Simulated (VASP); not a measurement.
Given:

```
La
1.0
    1.94059    -3.24030     0.00000
    1.94059     3.24030     0.00000
    0.00000     0.00000    12.05538
La
4
Direct
  0.00000   0.00000   0.50000
  0.00000   0.00000   0.00000
  0.33333   0.66667   0.25000
  0.68979   0.35646   0.75000
```

These are PBE GGA, VASP's PBE PAW potentials (set 64) (plane waves; VASP 6.6.1) values and carry that method's errors. Settings: 400 eV cut-off, KSPACING 0.5 per Å, first-order Methfessel-Paxton smearing of 0.10 eV, potentials La.

Question: Give the force on each atom (eV/Å).

Answer: 
| atom | Fx | Fy | Fz |
|---|---|---|---|
| La1 | 0.029 | -0.003 | 0.001 |
| La2 | 0.029 | -0.003 | -0.001 |
| La3 | 0.005 | 0.078 | 0.000 |
| La4 | -0.063 | -0.071 | 0.000 |

Question: Give the stress tensor in GPa (positive for a compressed cell).

Answer: 
```
-0.89   0.08   0.00
 0.08  -0.95   0.00
 0.00   0.00  -0.20
```
The pressure is its mean diagonal, -0.68 GPa.

The compound is La in the dhcp structure. The cell was not relaxed at this level. The run is one of a series of settings (KGAMMA = .FALSE., KSPACING = 0.5, KPOINTS file removed against the base run), some of them coarse on purpose.
